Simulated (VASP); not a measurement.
Given:

```yaml
crystal:
  lattice:
    - [0.00000, 2.69614, 2.69614]
    - [2.69614, 0.00000, 2.69614]
    - [2.69614, 2.69614, 0.00000]
  atoms:
    - { symbol: Zn, position: [0.00000, 0.00000, 0.00000] }
    - { symbol: S, position: [0.25000, 0.25000, 0.25000] }
```

Calculation: HSE06 screened hybrid, VASP's PBE PAW potentials (set 64) (plane waves; VASP). Run with 520 eV cut-off, 6×6×6 Γ-centred mesh, Gaussian smearing of 0.050 eV, potentials Zn S.

Give the stress tensor in GPa (positive for a compressed cell).

```
1.41  0.00  0.00
0.00  1.41  0.00
0.00  0.00  1.41
```
The pressure is its mean diagonal, 1.41 GPa.

The compound is ZnS in the zinc blende structure. This cell is one point of a volume scan, at 0.97 of the reference volume. The cell's shape comes from a PBE relaxation.
